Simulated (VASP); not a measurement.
# Be4TeSe3 (Pmn2_1) in VASP: notebook

Runs on Be4TeSe3. Level: PBE. Tasks: relaxation of cell and atoms.

All numbers are computed with VASP 6.6.1; they aren't measurements. Logs are shortened: lines on timing, memory, paths and dates and some standing lists are left out, and cuts for length are marked.

## Step 1: The structure

The structure is orthorhombic, space group Pmn2_1 (No. 31). The conventional cell has a = 7.509 Å, b = 6.456 Å, c = 6.161 Å, α = 90.00°, β = 90.00°, γ = 90.00°. Around Be (site symmetry m) lie 3 Se at 2.26 to 2.27 Å and 1 Te at 2.42 Å. Around Be (site symmetry 1) lie 3 Se at 2.24 to 2.27 Å and 1 Te at 2.42 Å. Around Be (site symmetry m) lie 3 Se at 2.27 Å and 1 Te at 2.43 Å. Te (site symmetry m) is surrounded by 4 Be at 2.42 to 2.43 Å. Se (site symmetry m) is surrounded by 4 Be at 2.24 to 2.27 Å. Around Se (site symmetry 1) lie 4 Be at 2.24 to 2.27 Å.

The cell was built by a generator and needn't be a form met in nature.

## Step 2: Relaxation of cell and atoms, PBE

The input, INCAR:

```
SYSTEM = Be4TeSe3
PREC = Accurate ; ENCUT = 520
EDIFF = 1E-6 ; ISMEAR = 0
SIGMA = 0.03 ; LREAL = .False.
LASPH = .True. ; NELM = 120
ALGO = Normal ; ISIF = 3
LWAVE = .False. ; LCHARG = .False.
GGA = PE ; IBRION = 2
NSW = 90 ; EDIFFG = -0.01
KPAR = 8
```

The input, KPOINTS:

```
regular mesh
0
Gamma
  4 4 4
  0 0 0
```

The input, POSCAR:

```
Be4TeSe3
1.0
    7.5090000000      0.0000000000      0.0000000000
    0.0000000000      6.4560000000      0.0000000000
    0.0000000000      0.0000000000      6.1610000000
Be Te Se
8 2 6
Direct
    0.5000000000      0.3140489500      0.3671481900
    0.7362831300      0.1580700100      0.8680409000
    0.2637168700      0.1580700100      0.8680409000
    0.0000000000      0.3348048300      0.3950657400
    0.5000000000      0.6651951700      0.8950657400
    0.2362831300      0.8419299900      0.3680409000
    0.0000000000      0.6859510500      0.8671481900
    0.7637168700      0.8419299900      0.3680409000
    0.0000000000      0.3327912000      0.0006492500
    0.5000000000      0.6672088000      0.5006492500
    0.5000000000      0.3287639400      0.0000000000
    0.7503995200      0.1650402700      0.5005680900
    0.2496004800      0.1650402700      0.5005680900
    0.2503995200      0.8349597300      0.0005680900
    0.0000000000      0.6712360600      0.5000000000
    0.7496004800      0.8349597300      0.0005680900
```

Potentials or basis: VASP PAW PBE potentials, release 64 (Be, Te, Se).

Command:

```sh
> cat potpaw_PBE.64/Be/POTCAR potpaw_PBE.64/Te/POTCAR potpaw_PBE.64/Se/POTCAR > POTCAR
> mpirun -np 8 vasp_std > vasp.out
```

OUTCAR:

```text
SYSTEM = Be4TeSe3
   PREC = Accurate
   ENCUT = 520
   EDIFF = 1E-6
   ISMEAR = 0
   LREAL = .False.
   LASPH = .True.
   NELM = 120
   ISIF = 3
   GGA = PE
   IBRION = 2
   NSW = 90
   EDIFFG = -0.01

 ion  position               nearest neighbor table
   1  0.500  0.314  0.367-  11 2.26  12 2.27  13 2.27  10 2.42
   2  0.736  0.158  0.868-  11 2.24  16 2.24  12 2.27   9 2.42
   3  0.264  0.158  0.868-  11 2.24  14 2.24  13 2.27   9 2.42
   4  0.000  0.335  0.395-  15 2.27  13 2.27  12 2.27   9 2.43
   5  0.500  0.665  0.895-  11 2.27  14 2.27  16 2.27  10 2.43
   6  0.236  0.842  0.368-  15 2.24  13 2.24  14 2.27  10 2.42
[... 8 lines left out ...]
  15  0.000  0.671  0.500-   6 2.24   8 2.24   7 2.26   4 2.27
  16  0.750  0.835  0.001-   2 2.24   7 2.27   5 2.27   8 2.27

  LATTYP: Found a simple orthorhombic cell.
 ALAT       =     6.1610000000
 B/A-ratio  =     1.0478818374
 C/A-ratio  =     1.2187956501

  Lattice vectors:

 A1 = (   0.0000000000,   0.0000000000,  -6.1610000000)
 A2 = (   0.0000000000,   6.4560000000,   0.0000000000)
 A3 = (   7.5090000000,   0.0000000000,   0.0000000000)

Analysis of symmetry for initial positions (statically):
=====================================================================
 Subroutine PRICEL returns:
 Original cell was already a primitive cell.

 Routine SETGRP: Setting up the symmetry group for a
 simple orthorhombic supercell.

 Subroutine GETGRP returns: Found  4 space group operations
 (whereof  2 operations were pure point group operations)
 out of a pool of  8 trial point group operations.

The static configuration has the point symmetry C_1h.
 The point group associated with its full space group is C_2v.

Analysis of symmetry for dynamics (positions and initial velocities):
=====================================================================
 Subroutine PRICEL returns:
 Original cell was already a primitive cell.

 Routine SETGRP: Setting up the symmetry group for a
 simple orthorhombic supercell.

 Subroutine GETGRP returns: Found  4 space group operations
 (whereof  2 operations were pure point group operations)
 out of a pool of  8 trial point group operations.

The dynamic configuration has the point symmetry C_1h.
 The point group associated with its full space group is C_2v.

 Subroutine INISYM returns: Found  4 space group operations
 (whereof  2 operations are pure point group operations),
 and found     1 'primitive' translations

----------------------------------------------------------------------------------------

                                     Primitive cell

  volume of cell :     298.6736

  direct lattice vectors                    reciprocal lattice vectors
     7.509000000  0.000000000  0.000000000     0.133173525  0.000000000  0.000000000
     0.000000000  6.456000000  0.000000000     0.000000000  0.154894672  0.000000000
     0.000000000  0.000000000  6.161000000     0.000000000  0.000000000  0.162311313

  length of vectors
     7.509000000  6.456000000  6.161000000     0.133173525  0.154894672  0.162311313

  position of ions in fractional coordinates (direct lattice)
     0.500000000  0.314048950  0.367148190
     0.736283130  0.158070010  0.868040900
     0.263716870  0.158070010  0.868040900
     0.000000000  0.334804830  0.395065740
     0.500000000  0.665195170  0.895065740
     0.236283130  0.841929990  0.368040900
[... 8 lines left out ...]
     0.000000000  0.671236060  0.500000000
     0.749600480  0.834959730  0.000568090

  ion indices of the primitive-cell ions
   primitive index   ion index
                 1           1
                 2           2
                 3           3
                 4           4
                 5           5
                 6           6
[... 8 lines left out ...]
                15          15
                16          16

----------------------------------------------------------------------------------------

 KPOINTS: regular mesh

Automatic generation of k-mesh.
 Grid dimensions read from file:
 generate k-points for:    4    4    4

 Generating k-lattice:

  Cartesian coordinates                     Fractional coordinates (reciprocal lattice)
     0.033293381  0.000000000  0.000000000     0.250000000  0.000000000  0.000000000
     0.000000000  0.038723668  0.000000000     0.000000000  0.250000000  0.000000000
     0.000000000  0.000000000  0.040577828     0.000000000  0.000000000  0.250000000

  Length of vectors
     0.033293381  0.038723668  0.040577828

  Shift w.r.t. Gamma in fractional coordinates (k-lattice)
     0.000000000  0.000000000  0.000000000

 Subroutine IBZKPT returns following result:
 ===========================================

 Found     27 irreducible k-points:

 Following reciprocal coordinates:
            Coordinates               Weight
  0.000000  0.000000  0.000000      1.000000
  0.250000  0.000000  0.000000      2.000000
  0.500000  0.000000  0.000000      1.000000
  0.000000  0.250000  0.000000      2.000000
  0.250000  0.250000  0.000000      4.000000
  0.500000  0.250000  0.000000      2.000000
[... 16 lines left out ...]
  0.250000  0.250000  0.500000      4.000000
  0.500000  0.250000  0.500000      2.000000
 [... further k-points ...]
   k-points           NKPTS =     27   k-points in BZ     NKDIM =     27   number of bands    NBANDS=     41
   number of dos      NEDOS =    301   number of ions     NIONS =     16
   total plane-waves  NPLWV = 129024
   dimension x,y,z NGX =    56 NGY =   48 NGZ =   48
   dimension x,y,z NGXF=   112 NGYF=   96 NGZF=   96
   ions per type =               8   2   6
   NGX,Y,Z   is equivalent  to a cutoff of  12.40, 12.36, 12.95 a.u.
   NGXF,Y,Z  is equivalent  to a cutoff of  24.80, 24.72, 25.90 a.u.
 SYSTEM =  Be4TeSe3
   PREC   = accura    normal or accurate (medium, high low for compatibility)
   ISTART =      0    job   : 0-new  1-cont  2-samecut
   ICHARG =      2    charge: 1-file 2-atom 10-const
   ISPIN  =      1    spin polarized calculation?
   LNONCOLLINEAR =      F non collinear calculations
   LSORBIT =      F    spin-orbit coupling
   LASPH  =      T    aspherical Exc in radial PAW
   ENCUT  =  520.0 eV  38.22 Ry    6.18 a.u.  13.96 12.00 11.46*2*pi/ulx,y,z
   NELM   =    120;   NELMIN=  2; NELMDL= -5     # of ELM steps
   EDIFF  = 0.1E-05   stopping-criterion for ELM
   LREAL  =      F    real-space projection
   EDIFFG = -.1E-01   stopping-criterion for IOM
   NSW    =     90    number of steps for IOM
   IBRION =      2    ionic relax: 0-MD 1-quasi-New 2-CG
   NFREE  =      1    steps in history (QN), initial steepest desc. (CG)
   ISIF   =      3    stress and relaxation
   ISYM   =      2    0-nonsym 1-usesym 2-fastsym
   POTIM  = 0.5000    time-step for ionic-motion
   TEBEG  =    0.0;   TEEND  =   0.0 temperature during run
   PSTRESS=    0.0 pullay stress
   NELECT =      64.0000    total number of electrons
   NUPDOWN=      -1.0000    fix difference up-down
   EMIN   =  10.00;   EMAX   =-10.00  energy-range for DOS
   EFERMI =   0.00;   METHOD = LEGACY
   ISMEAR =     0;   SIGMA  =   0.03  broadening in eV -4-tet -1-fermi 0-gaus
   EFERMI_NEDOS =   21; number of points for ismear=-14 and -15
   IALGO  =     38    algorithm
   IMIX   =      4    mixing-type and parameters
     AMIX     =   0.40;   BMIX     =  1.00
     AMIX_MAG =   1.60;   BMIX_MAG =  1.00
  volume/ion in A,a.u.               =      18.67       125.97
  Fermi-wavevector in a.u.,A,eV,Ry     =   0.979646  1.851263 13.057599  0.959706
  Thomas-Fermi vector in A             =   2.110515
   LORBIT       =      0    0 simple, 1 ext, 2 COOP (PROOUT), +10 PAW based schemes
   GGA     = PE    functional components
   LHFCALC =     F    Hartree Fock is set to
   AEXX    =    0.0000 exact exchange contribution
   IVDW    =     0    specifies the selected vdW correction
   LEPSILON=     F    determine dielectric tensor
   LRPA    =     F    only Hartree local field effects (RPA)
 conjugate gradient relaxation of ions
 non-spin polarized calculation
 Gauss-broadening in eV      SIGMA  =   0.03
  energy-cutoff  :      520.00
  volume of cell :      298.67
 maximum number of plane-waves:      8076
 NGX is ok and might be reduce to    56
   NGX = 27   NGY = 25   NGZ = 23

--------------------------------------- Ionic step        1  -------------------------------------------

 number of electron      64.0000000 magnetization

 Free energy of the ion-electron system (eV)
  ---------------------------------------------------
  ext. energy  EPLUGINS =         0.00000000
  ---------------------------------------------------
  free energy    TOTEN  =       -67.98063643 eV

  energy without entropy =      -67.98063643  energy(sigma->0) =      -67.98063643

------------------------ aborting loop because EDIFF is reached ----------------------------------------

  FORCE on cell =-STRESS in cart. coord.  units (eV):
  Direction    XX          YY          ZZ          XY          YZ          ZX
  --------------------------------------------------------------------------------------
  -------------------------------------------------------------------------------------
  Total       -0.6447268      0.6129647      0.2315312      0.0000000      0.0000000      0.0000000
  in kB       -3.4585134      3.2881318      1.2420047      0.0000000      0.0000000      0.0000000
  external PRESSURE =       0.3572077 kB  Pullay stress =       0.0000000 kB
[... 335 lines left out ...]
  energy  without entropy=      -67.9872460292  energy(sigma->0) =      -67.98724603

--------------------------------------- Ionic step        8  -------------------------------------------

 number of electron      63.9999999 magnetization

 Free energy of the ion-electron system (eV)
  ---------------------------------------------------
  ext. energy  EPLUGINS =         0.00000000
  ---------------------------------------------------
  free energy    TOTEN  =       -67.98742501 eV

  energy without entropy =      -67.98742501  energy(sigma->0) =      -67.98742501

 E-fermi :   3.9819     XC(G=0):  -9.2492

 val. band max:        3.8460329792   @ k =   0.0000   0.0000   0.0000
 cond. band min:       6.7351310775   @ k =   0.0000   0.0000   0.0000
 fundamental gap:      2.8890980982
 Fermi energy:         3.9818838462

 k-point     1 :       0.0000    0.0000    0.0000
  band No.  band energies     occupation
      1      -9.8187      2.00000
      2      -8.8976      2.00000
      3      -8.8944      2.00000
      4      -8.8548      2.00000
      5      -8.4716      2.00000
      6      -8.4371      2.00000
[... 1045 lines left out ...]
     40       8.0904      0.00000
     41       9.3366      0.00000

 [... further k-points ...]

------------------------ aborting loop because EDIFF is reached ----------------------------------------

  FORCE on cell =-STRESS in cart. coord.  units (eV):
  Direction    XX          YY          ZZ          XY          YZ          ZX
  --------------------------------------------------------------------------------------
  -------------------------------------------------------------------------------------
  Total       -0.0430247     -0.0122552     -0.0248956      0.0000000      0.0000000      0.0000000
  in kB       -0.2306584     -0.0657013     -0.1334671      0.0000000      0.0000000      0.0000000
  external PRESSURE =      -0.1432756 kB  Pullay stress =       0.0000000 kB
[... 31 lines left out ...]
  FREE ENERGIE OF THE ION-ELECTRON SYSTEM (eV)
  ---------------------------------------------------
  free  energy   TOTEN  =       -67.9874250128 eV

  energy  without entropy=      -67.9874250128  energy(sigma->0) =      -67.98742501

 reached required accuracy - stopping structural energy minimisation
```

Run time: 3.3 min. Hardware: 8 MPI ranks of Intel Xeon Platinum 8559C (Emerald Rapids), shared host; peak memory 0.6 GiB.

What came out:

```yaml
Free_energy: -67.9874 eV
Relaxed_volume: 18.68 Å³/atom
Relaxed_cell: a = 7.483 Å, b = 6.476 Å, c = 6.167 Å, α = 90.00°, β = 90.00°, γ = 90.00°
Space_group_after_relaxing_to_0.05_Å: Pmn2_1 (No. 31)
Energy_gained_by_relaxing: 0.4 meV/atom
Ionic_steps: 8
Pressure_after_relaxing: 0.0 GPa
Largest_force_after_relaxing: 0.010 eV/Å
Band_gap_on_the_k_mesh: 2.89 eV, direct
```

Forces in eV/Å, atoms in the order of the input:
```
Be   0.000  0.008 -0.004
Be  -0.004  0.000 -0.003
Be   0.004  0.000 -0.003
Be   0.000 -0.005 -0.007
Be   0.000  0.005 -0.007
Be  -0.004  0.000 -0.003
Be   0.000 -0.008 -0.004
Be   0.004  0.000 -0.003
Te   0.000  0.004 -0.003
Te   0.000 -0.004 -0.003
Se   0.000 -0.006  0.008
Se   0.002  0.000  0.005
Se  -0.002  0.000  0.005
Se   0.002  0.000  0.005
Se   0.000  0.006  0.008
Se  -0.002  0.000  0.005
```

Step by step:
```
step  energy change (eV)  largest force (eV/Å)  pressure (GPa)  volume (Å³)
   1              0.0000                0.0705            0.04       298.67
   2             -0.0030                0.0661           -0.01       298.85
   3             -0.0040                0.0687           -0.05       299.02
   4             -0.0055                0.0423            0.00       298.81
   5             -0.0061                0.0434            0.05       298.58
   6             -0.0065                0.0253           -0.02       298.90
   7             -0.0066                0.0182           -0.09       299.18
   8             -0.0068                0.0097           -0.01       298.85
```

Final structure:
```
CELL_PARAMETERS angstrom
7.48300 0.00000 0.00000
0.00000 6.47628 0.00000
0.00000 0.00000 6.16677
ATOMIC_POSITIONS crystal
Be 0.50000 0.31169 0.36709
Be 0.73743 0.15794 0.86765
Be 0.26257 0.15794 0.86765
Be 0.00000 0.33851 0.39549
Be 0.50000 0.66149 0.89549
Be 0.23743 0.84206 0.36765
Be 0.00000 0.68831 0.86709
Be 0.76257 0.84206 0.36765
Te 0.00000 0.33567 0.00084
Te 0.50000 0.66433 0.50084
Se 0.50000 0.32626 0.00034
Se 0.75106 0.16472 0.50051
Se 0.24894 0.16472 0.50051
Se 0.25106 0.83528 0.00051
Se 0.00000 0.67374 0.50034
Se 0.74894 0.83528 0.00051
```

Caveat: spin-orbit coupling is left out, which moves the levels of the heavy elements.

## Step 3: Relaxation of cell and atoms, PBE

The input, INCAR:

```
SYSTEM = Be4TeSe3
PREC = Accurate ; ENCUT = 520
EDIFF = 1E-7 ; ISMEAR = 0
SIGMA = 0.03 ; LREAL = .False.
LASPH = .True. ; NELM = 120
ALGO = Normal ; ISIF = 3
LWAVE = .False. ; LCHARG = .False.
GGA = PE ; IBRION = 2
NSW = 60 ; EDIFFG = -0.005
POTIM = 0.3 ; KPAR = 8
```

KPOINTS is that of step 2.

The input, POSCAR:

```
Be4TeSe3                                
1.0
    7.4829969507      0.0000000000      0.0000000000
    0.0000000000      6.4762816430      0.0000000000
    0.0000000000      0.0000000000      6.1667663869
  Be              Te              Se            
     8     2     6
Direct
     0.5000000000000000    0.3116924649997757    0.3670866252513027
     0.7374304517325413    0.1579362776727228    0.8676536663219580
     0.2625695482674585    0.1579362776727228    0.8676536663219580
     0.0000000000000000    0.3385136994548770    0.3954906502147930
     0.5000000000000000    0.6614863005451231    0.8954906502147930
     0.2374304517325414    0.8420637223272772    0.3676536663219579
     0.0000000000000000    0.6883075350002242    0.8670866252513028
     0.7625695482674587    0.8420637223272772    0.3676536663219579
     0.0000000000000000    0.3356679633538588    0.0008358905364363
     0.5000000000000000    0.6643320366461413    0.5008358905364362
     0.5000000000000000    0.3262596771710655    0.0003448420097694
     0.7510625725891218    0.1647156083296144    0.5005079096718917
     0.2489374274108782    0.1647156083296144    0.5005079096718917
     0.2510625725891218    0.8352843916703855    0.0005079096718917
     0.0000000000000000    0.6737403228289346    0.5003448420097693
     0.7489374274108782    0.8352843916703855    0.0005079096718917
```

Potentials or basis: VASP PAW PBE potentials, release 64 (Be, Te, Se).

Command:

```sh
> cat potpaw_PBE.64/Be/POTCAR potpaw_PBE.64/Te/POTCAR potpaw_PBE.64/Se/POTCAR > POTCAR
> mpirun -np 8 vasp_std > vasp.out
```

Run time: 92 s. Hardware: 8 MPI ranks of Intel Xeon Platinum 8559C (Emerald Rapids), shared host; peak memory 0.58 GiB.

The run converged. Its results:

| Item | Value |
| --- | --- |
| Free energy | -67.9875 eV |
| Relaxed volume | 18.67 Å³/atom |
| Relaxed cell | a = 7.482 Å, b = 6.476 Å, c = 6.166 Å, α = 90.00°, β = 90.00°, γ = 90.00° |
| Space group after relaxing (to 0.05 Å) | Pmn2_1 (No. 31) |
| Energy gained by relaxing | 0.0 meV/atom |
| Ionic steps | 3 |
| Pressure after relaxing | 0.0 GPa |
| Largest force after relaxing | 0.004 eV/Å |
| Band gap on the k mesh | 2.89 eV, direct |

Forces on the atoms (eV/Å):
```
Be   0.000  0.004 -0.001
Be  -0.003 -0.001  0.000
Be   0.003 -0.001  0.000
Be   0.000 -0.002 -0.004
Be   0.000  0.002 -0.004
Be  -0.003  0.001  0.000
Be   0.000 -0.004 -0.001
Be   0.003  0.001  0.000
Te   0.000  0.001 -0.002
Te   0.000 -0.001 -0.002
Se   0.000 -0.001  0.003
Se   0.000  0.000  0.002
Se   0.000  0.000  0.002
Se   0.000  0.000  0.002
Se   0.000  0.001  0.003
Se   0.000  0.000  0.002
```

Final structure:
```
Be Te Se
1.0
     7.48205    0.00000    0.00000
     0.00000    6.47606    0.00000
     0.00000    0.00000    6.16630
Be Te Se
8 2 6
Direct
  0.50000 0.31175 0.36706
  0.73740 0.15794 0.86763
  0.26260 0.15794 0.86763
  0.00000 0.33848 0.39544
  0.50000 0.66152 0.89544
  0.23740 0.84206 0.36763
  0.00000 0.68825 0.86706
  0.76260 0.84206 0.36763
  0.00000 0.33570 0.00081
  0.50000 0.66430 0.50081
  0.50000 0.32622 0.00041
  0.75108 0.16472 0.50055
  0.24892 0.16472 0.50055
  0.25108 0.83528 0.00055
  0.00000 0.67378 0.50041
  0.74892 0.83528 0.00055
```

Levels at points of the mesh, in eV from the valence-band top:
```csv
k point,band 28,band 29,band 30,band 31,band 32,band 33,band 34,band 35,band 36,band 37
"(0.00, 0.00, 0.00)",-1.09,-0.81,-0.23,-0.05,0.00,2.89,3.41,3.47,3.55,3.94
"(0.50, 0.00, 0.00)",-1.81,-0.75,-0.75,-0.68,-0.68,3.13,3.13,4.24,4.24,4.38
"(0.00, 0.50, 0.00)",-1.05,-1.02,-0.81,-0.70,-0.37,2.89,3.00,3.29,3.56,4.35
"(0.50, 0.50, 0.00)",-1.39,-1.22,-1.22,-1.16,-1.16,3.83,3.83,4.12,4.12,4.62
"(0.00, 0.00, 0.50)",-1.46,-0.65,-0.65,-0.58,-0.58,3.04,3.04,3.84,3.84,4.04
"(0.50, 0.00, 0.50)",-1.83,-1.36,-1.36,-1.15,-1.15,3.93,3.93,4.02,4.02,4.45
"(0.00, 0.50, 0.50)",-1.69,-1.62,-1.62,-1.01,-1.01,3.07,3.07,3.07,3.07,3.60
"(0.50, 0.50, 0.50)",-1.92,-1.64,-1.64,-1.52,-1.52,3.84,3.84,3.95,3.95,4.18
```

Caveat: spin-orbit coupling is left out, which moves the levels of the heavy elements.
